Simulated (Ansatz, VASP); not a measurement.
# Cross-check of NiPS3 between VASP and Ansatz, part 3 of 3

Wanted: the spread between two codes on one cell, functional and k mesh.  The cell comes out of the VASP series on this material, whose earlier steps may have relaxed, scaled or displaced it; both programs get it as it stands.

VASP 6.6.1 and Ansatz 0.2.0.

So far: The structure; Ansatz: zone-centre phonons, PBEsol with D3(BJ), DFT+U; VASP: zone-centre phonons, PBEsol with D3(BJ), DFT+U.

### 3. VASP: zone-centre phonons, PBEsol with D3(BJ), DFT+U (continued)

Level of this step: PBEsol with D3(BJ), DFT+U (Ni d 4 eV), spin-polarised from a ferromagnetic start; plane waves and PAW (Ni, P, S) (VASP).

Numbers of over 12 decimals in the logs are rounded to 6 here.

OUTCAR, selected parts (step 3):

```text
ion  position               nearest neighbor table
   1  0.333  0.667  0.000-   5 2.39   6 2.39   9 2.39  10 2.39   7 2.40   8 2.40
   2  0.667  0.333  0.000-   9 2.39  10 2.39   5 2.39   6 2.39   7 2.40   8 2.40
   3  0.061  0.061  0.179-   5 2.03   9 2.03   8 2.04   4 2.16
   4  0.939  0.939  0.821-   6 2.03  10 2.03   7 2.04   3 2.16
   5  0.085  0.434  0.252-   3 2.03   1 2.39   2 2.39
   6  0.566  0.915  0.748-   4 2.03   1 2.39   2 2.39
   7  0.264  0.264  0.747-   4 2.04   2 2.40   1 2.40
   8  0.736  0.736  0.253-   3 2.04   2 2.40   1 2.40
   9  0.434  0.085  0.252-   3 2.03   2 2.39   1 2.39
  10  0.915  0.566  0.748-   4 2.03   2 2.39   1 2.39

  LATTYP: Found a base centered monoclinic cell.
 ALAT       =     5.6907399335
 B/A-ratio  =     1.7317278126
 C/A-ratio  =     1.1069952932
 COS(beta)  =    -0.3010152818

 Subroutine GETGRP returns: Found  4 space group operations
 (whereof  4 operations were pure point group operations)

The static configuration has the point symmetry C_2h.

 Found     33 irreducible k-points:

   k-points           NKPTS =     33   k-points in BZ     NKDIM =     33   number of bands    NBANDS=     48

   dimension x,y,z NGX =    40 NGY =   40 NGZ =   42
   dimension x,y,z NGXF=    80 NGYF=   80 NGZF=   84

   ENCUT  =  400.0 eV  29.40 Ry    5.42 a.u.   9.28  9.28 10.27*2*pi/ulx,y,z

   NELECT =      66.0000    total number of electrons

 k-points in reciprocal lattice and weights: Automatic mesh
   0.00000000  0.00000000  0.00000000       0.010
   0.20000000 -0.00000000  0.00000000       0.040
   0.40000000 -0.00000000  0.00000000       0.040
   0.20000000  0.20000000  0.00000000       0.020
   0.40000000  0.20000000 -0.00000000       0.040
  -0.40000000  0.20000000  0.00000000       0.040
  -0.20000000  0.20000000  0.00000000       0.020
   0.40000000  0.40000000  0.00000000       0.020
  -0.40000000  0.40000000  0.00000000       0.020
[...]
0.40000000  0.40000000  0.50000000       0.020
  -0.40000000  0.40000000  0.50000000       0.020

 Edisp (eV)   -2.91716

atom =   1  type =  1  l = 2

 onsite density matrix

spin component  1

  0.9647  0.0215  0.0001 -0.0001  0.0001
  0.0215  0.9870  0.0001 -0.0001 -0.0000
  0.0001  0.0001  0.9591  0.0000 -0.0001
 -0.0001 -0.0001  0.0000  0.9872 -0.0216
  0.0001 -0.0000 -0.0001 -0.0216  0.9648

spin component  2

  0.7623 -0.2828 -0.0006  0.0001  0.0001
 -0.2828  0.4977 -0.0009 -0.0009  0.0007
 -0.0006 -0.0009  0.9521 -0.0008  0.0005
  0.0001 -0.0009 -0.0008  0.5041  0.2802
  0.0001  0.0007  0.0005  0.2802  0.7633

 occupancies and eigenvectors

  o =  0.3177  v =  0.0000  0.0000  0.0000  0.0000  0.0000 -0.5324 -0.8370 -0.0019 -0.1063  0.0682      0.0000  0.0000  0.0000  0.0000  0.0000  0.0000  0.0000  0.0000  0.0000  0.0000
  o =  0.3251  v =  0.0000  0.0000  0.0000  0.0000  0.0000  0.0687  0.1059 -0.0013 -0.8358  0.5343      0.0000  0.0000  0.0000  0.0000  0.0000  0.0000  0.0000  0.0000  0.0000  0.0000
  o =  0.9423  v =  0.0000  0.0000  0.0000  0.0000  0.0000  0.8071 -0.5136 -0.0023 -0.1559 -0.2459      0.0000  0.0000  0.0000  0.0000  0.0000  0.0000  0.0000  0.0000  0.0000  0.0000
  o =  0.9425  v =  0.0000  0.0000  0.0000  0.0000  0.0000 -0.2457  0.1561 -0.0069 -0.5155 -0.8059      0.0000  0.0000  0.0000  0.0000  0.0000  0.0000  0.0000  0.0000  0.0000  0.0000
  o =  0.9516  v = -0.7254  0.4412  0.0060  0.2734  0.4520  0.0000  0.0000  0.0000  0.0000  0.0000      0.0000  0.0000  0.0000  0.0000  0.0000  0.0000  0.0000  0.0000  0.0000  0.0000
  o =  0.9517  v =  0.4518 -0.2738  0.0061  0.4419  0.7250  0.0000  0.0000  0.0000  0.0000  0.0000      0.0000  0.0000  0.0000  0.0000  0.0000  0.0000  0.0000  0.0000  0.0000  0.0000
  o =  0.9521  v =  0.0000  0.0000  0.0000  0.0000  0.0000  0.0008  0.0016 -1.0000  0.0052  0.0053      0.0000  0.0000  0.0000  0.0000  0.0000  0.0000  0.0000  0.0000  0.0000  0.0000
[...]
2.845369  1.646378 -0.002878    -0.000000    0.011214   -0.000000
      2.845369 -1.646378 -0.002878     0.000000    0.011214    0.000000
      0.009868  0.000000  1.078005     0.000000   -0.541715    0.000000
      3.790663  0.000000  4.925597     0.000000   -0.541715   -0.000000
      0.999394  1.722863  1.515697     0.152835    0.260138    0.110340
      2.801137  1.722863  4.487904    -0.152835    0.260138   -0.110340
      0.091011  0.000000  4.489165    -0.000000   -0.002986    0.000000
      3.709520  0.000000  1.514436     0.000000   -0.002986   -0.000000
      0.999394 -1.722863  1.515697    -0.152835    0.260138   -0.110340
      2.801137 -1.722863  4.487904     0.152835    0.260138    0.110340

   2 f  =   16.941321 THz   106.445460 2PiTHz  565.101643 cm-1    70.063643 meV
             X         Y         Z           dx          dy          dz
      2.845369  1.646378 -0.002878    -0.000000    0.001584   -0.000000
      2.845369 -1.646378 -0.002878    -0.000000   -0.001584    0.000000
      0.009868  0.000000  1.078005    -0.009832   -0.000000   -0.652304
      3.790663  0.000000  4.925597     0.009832   -0.000000    0.652304
      0.999394  1.722863  1.515697     0.072303    0.125759    0.073326
      2.801137  1.722863  4.487904    -0.072303    0.125759   -0.073326
      0.091011  0.000000  4.489165     0.130096   -0.000000   -0.068091
      3.709520  0.000000  1.514436    -0.130096   -0.000000    0.068091
      0.999394 -1.722863  1.515697     0.072303   -0.125759    0.073326
      2.801137 -1.722863  4.487904    -0.072303   -0.125759   -0.073326

   3 f  =   16.803866 THz   105.581803 2PiTHz  560.516631 cm-1    69.495174 meV
             X         Y         Z           dx          dy          dz
      2.845369  1.646378 -0.002878     0.010922    0.000000   -0.000835
      2.845369 -1.646378 -0.002878     0.010922   -0.000000   -0.000835
      0.009868  0.000000  1.078005    -0.543204    0.000000   -0.010519
      3.790663  0.000000  4.925597    -0.543204   -0.000000   -0.010519
      0.999394  1.722863  1.515697     0.087058    0.151986    0.067444
      2.801137  1.722863  4.487904     0.087058   -0.151986    0.067444
      0.091011  0.000000  4.489165     0.344978    0.000000   -0.123423
      3.709520  0.000000  1.514436     0.344978   -0.000000   -0.123423
      0.999394 -1.722863  1.515697     0.087058   -0.151986    0.067444
      2.801137 -1.722863  4.487904     0.087058    0.151986    0.067444

   4 f  =   16.551019 THz   103.993122 2PiTHz  552.082583 cm-1    68.449486 meV
             X         Y         Z           dx          dy          dz
      2.845369  1.646378 -0.002878    -0.024566   -0.000000   -0.000523
      2.845369 -1.646378 -0.002878     0.024566    0.000000    0.000523
      0.009868  0.000000  1.078005    -0.000000    0.545553    0.000000
      3.790663  0.000000  4.925597     0.000000   -0.545553   -0.000000
      0.999394  1.722863  1.515697    -0.149395   -0.265514   -0.089815
      2.801137  1.722863  4.487904    -0.149395    0.265514   -0.089815
      0.091011  0.000000  4.489165    -0.000000    0.000991    0.000000
      3.709520  0.000000  1.514436     0.000000   -0.000991   -0.000000
      0.999394 -1.722863  1.515697     0.149395   -0.265514    0.089815
      2.801137 -1.722863  4.487904     0.149395    0.265514    0.089815

   5 f  =   16.476564 THz   103.525306 2PiTHz  549.599022 cm-1    68.141564 meV
             X         Y         Z           dx          dy          dz
      2.845369  1.646378 -0.002878    -0.000000    0.022010   -0.000000
      2.845369 -1.646378 -0.002878     0.000000   -0.022010    0.000000
      0.009868  0.000000  1.078005     0.543978    0.000000   -0.019683
      3.790663  0.000000  4.925597    -0.543978   -0.000000    0.019683
      0.999394  1.722863  1.515697    -0.089207   -0.157929   -0.049887
      2.801137  1.722863  4.487904     0.089207   -0.157929    0.049887
      0.091011  0.000000  4.489165     0.349149    0.000000   -0.102640
      3.709520  0.000000  1.514436    -0.349149    0.000000    0.102640
      0.999394 -1.722863  1.515697    -0.089207    0.157929   -0.049887
      2.801137 -1.722863  4.487904     0.089207    0.157929    0.049887

   6 f  =   12.671822 THz    79.619404 2PiTHz  422.686475 cm-1    52.406420 meV
             X         Y         Z           dx          dy          dz
      2.845369  1.646378 -0.002878     0.000301   -0.000000   -0.054551
      2.845369 -1.646378 -0.002878     0.000301    0.000000   -0.054551
      0.009868  0.000000  1.078005     0.004778    0.000000   -0.320367
      3.790663  0.000000  4.925597     0.004778    0.000000   -0.320367
      0.999394  1.722863  1.515697     0.168303    0.291813    0.123234
      2.801137  1.722863  4.487904     0.168303   -0.291813    0.123234
      0.091011  0.000000  4.489165    -0.341715   -0.000000    0.142347
      3.709520  0.000000  1.514436    -0.341715    0.000000    0.142347
      0.999394 -1.722863  1.515697     0.168303   -0.291813    0.123234
      2.801137 -1.722863  4.487904     0.168303    0.291813    0.123234

   7 f  =   11.287563 THz    70.921850 2PiTHz  376.512575 cm-1    46.681589 meV
             X         Y         Z           dx          dy          dz
      2.845369  1.646378 -0.002878    -0.000000    0.006038   -0.000000
      2.845369 -1.646378 -0.002878     0.000000   -0.006038   -0.000000
      0.009868  0.000000  1.078005    -0.012318    0.000000   -0.263490
      3.790663  0.000000  4.925597     0.012318    0.000000    0.263490
      0.999394  1.722863  1.515697    -0.184266   -0.315745   -0.082872
      2.801137  1.722863  4.487904     0.184266   -0.315745    0.082872
      0.091011  0.000000  4.489165    -0.381645    0.000000    0.060814
      3.709520  0.000000  1.514436     0.381645   -0.000000   -0.060814
      0.999394 -1.722863  1.515697    -0.184266    0.315745   -0.082872
      2.801137 -1.722863  4.487904     0.184266    0.315745    0.082872

   8 f  =    8.401551 THz    52.788501 2PiTHz  280.245574 cm-1    34.746007 meV
             X         Y         Z           dx          dy          dz
      2.845369  1.646378 -0.002878     0.015647   -0.000000   -0.379014
      2.845369 -1.646378 -0.002878     0.015647   -0.000000   -0.379014
      0.009868  0.000000  1.078005     0.004883   -0.000000   -0.239741
      3.790663  0.000000  4.925597     0.004883    0.000000   -0.239741
      0.999394  1.722863  1.515697    -0.101348   -0.170770    0.264061
      2.801137  1.722863  4.487904    -0.101348    0.170770    0.264061
      0.091011  0.000000  4.489165     0.176609   -0.000000    0.221561
      3.709520  0.000000  1.514436     0.176609    0.000000    0.221561
      0.999394 -1.722863  1.515697    -0.101348    0.170770    0.264061
      2.801137 -1.722863  4.487904    -0.101348   -0.170770    0.264061

   9 f  =    8.227674 THz    51.695998 2PiTHz  274.445650 cm-1    34.026909 meV
             X         Y         Z           dx          dy          dz
      2.845369  1.646378 -0.002878     0.000000    0.094950   -0.000000
      2.845369 -1.646378 -0.002878    -0.000000   -0.094950   -0.000000
      0.009868  0.000000  1.078005     0.262018   -0.000000    0.003365
      3.790663  0.000000  4.925597    -0.262018    0.000000   -0.003365
      0.999394  1.722863  1.515697    -0.266505    0.318906   -0.020298
      2.801137  1.722863  4.487904     0.266505    0.318906    0.020298
      0.091011  0.000000  4.489165    -0.274680   -0.000000   -0.024391
      3.709520  0.000000  1.514436     0.274680    0.000000    0.024391
      0.999394 -1.722863  1.515697    -0.266505   -0.318906   -0.020298
      2.801137 -1.722863  4.487904     0.266505   -0.318906    0.020298
    [... 270 further lines ...]
      3.709520  0.000000  1.514436    -0.016943   -0.000000    0.292972
      0.999394 -1.722863  1.515697    -0.017155    0.000120    0.292918
      2.801137 -1.722863  4.487904    -0.017155   -0.000120    0.292918

 ELASTIC MODULI CONTR FROM IONIC RELAXATION (kBar)
 Direction    XX          YY          ZZ          XY          YZ          ZX
 --------------------------------------------------------------------------------
 XX        -874.9909   -253.1701   -242.5880      0.0000     -0.0000    204.1343
 YY        -253.1701   -900.6850   -234.6196     -0.0000     -0.0000   -198.5352
 ZZ        -242.5880   -234.6196   -910.2674     -0.0000      0.0000     -5.5369
 XY           0.0000     -0.0000     -0.0000   -326.6519   -212.9698      0.0000
 YZ           0.0000     -0.0000     -0.0000   -212.9698   -410.0561      0.0000
 ZX         204.1343   -198.5352     -5.5369     -0.0000      0.0000   -406.2031
 --------------------------------------------------------------------------------

 total charge
# of ion       s       p       d       tot
------------------------------------------
    1        0.388   0.457   8.315   9.160
    2        0.388   0.457   8.315   9.160
    3        0.994   1.444   0.000   2.438
    4        0.994   1.444   0.000   2.438
    5        1.357   2.342   0.000   3.698
    6        1.357   2.342   0.000   3.698
    7        1.354   2.343   0.000   3.697
    8        1.354   2.343   0.000   3.697
    9        1.357   2.342   0.000   3.698
   10        1.357   2.342   0.000   3.698
--------------------------------------------------
tot         10.900  17.853  16.631  45.385

 magnetization (x)
# of ion       s       p       d       tot
------------------------------------------
    1        0.002   0.002   1.383   1.387
    2        0.002   0.002   1.383   1.387
    3        0.001   0.010   0.000   0.011
    4        0.001   0.010   0.000   0.011
    5        0.011   0.106   0.000   0.117
    6        0.011   0.106   0.000   0.117
    7        0.012   0.106   0.000   0.119
    8        0.012   0.106   0.000   0.119
    9        0.011   0.106   0.000   0.117
   10        0.011   0.106   0.000   0.117
--------------------------------------------------
tot          0.077   0.659   2.767   3.502
```

### 4. Differences

Known differences besides the PAW data sets themselves: U acts on the PAW sphere in VASP and on atomic orbitals in Ansatz, so only states and trends compare; the data sets hold 82 valence electrons in Ansatz (default PAW (the set named soft_2) files) and 66 in VASP; the cutoff is 420 eV in Ansatz and 400 eV in VASP; Ansatz makes its cores anew for this functional, VASP keeps those of its PBE data sets; Ansatz takes the dispersion share of the force constants at frozen C6 weights, VASP differentiates the full forces; VASP uses finite displacements, Ansatz perturbation theory. Total energies have different zeros and are not compared.

The two programs side by side:

```
      quantity  Ansatz   VASP  difference
 mode 4 (cm⁻¹)   106.6  108.6     -1.81 %
 mode 5 (cm⁻¹)   142.0  138.6     +2.42 %
 mode 6 (cm⁻¹)   143.3  139.7     +2.58 %
 mode 7 (cm⁻¹)   155.1  155.5     -0.28 %
 mode 8 (cm⁻¹)   185.3  182.7     +1.43 %
 mode 9 (cm⁻¹)   185.6  182.8     +1.54 %
mode 10 (cm⁻¹)   189.2  188.5     +0.38 %
mode 11 (cm⁻¹)   189.4  188.6     +0.45 %
mode 12 (cm⁻¹)   201.6  195.3     +3.20 %
mode 13 (cm⁻¹)   204.6  197.8     +3.39 %
mode 14 (cm⁻¹)   238.6  232.3     +2.70 %
mode 15 (cm⁻¹)   243.3  235.1     +3.50 %
mode 16 (cm⁻¹)   247.7  243.2     +1.85 %
mode 17 (cm⁻¹)   252.0  245.0     +2.86 %
mode 18 (cm⁻¹)   268.1  263.1     +1.90 %
mode 19 (cm⁻¹)   269.9  264.7     +1.98 %
mode 20 (cm⁻¹)   271.9  267.4     +1.66 %
mode 21 (cm⁻¹)   272.7  269.7     +1.11 %
mode 22 (cm⁻¹)   277.4  274.4     +1.08 %
mode 23 (cm⁻¹)   285.8  280.2     +1.97 %
mode 24 (cm⁻¹)   378.7  376.5     +0.58 %
mode 25 (cm⁻¹)   424.8  422.7     +0.50 %
mode 26 (cm⁻¹)   554.6  549.6     +0.92 %
mode 27 (cm⁻¹)   557.1  552.1     +0.92 %
mode 28 (cm⁻¹)   565.3  560.5     +0.85 %
mode 29 (cm⁻¹)   566.5  565.1     +0.25 %
```

### 5. What came out

| Quantity | Value |
| --- | --- |
| difference in mode 15 (zone-centre phonons, PBEsol with D3(BJ), DFT+U) | 3.5 % |

What this shows: The difference in mode 15 is 3.5 % (zone-centre phonons, PBEsol with D3(BJ), DFT+U), beyond the 3 % picked in this series as the mark of a large difference. How closely two codes agree says nothing of how well the functional describes the real material.

[Lines on the potential files, build, host, timing and source positions are cut from VASP's logs without a mark.]

[Logs are printed without paths, hosts, clocks, repeated set-up lines and the standing remarks that a program may print on its own settings, such as how far it seeks lower states.]

[Hosts, paths, dates, database ids (printed as entryN), source tags and the programs' standing remarks are cut or masked in the printed files.]
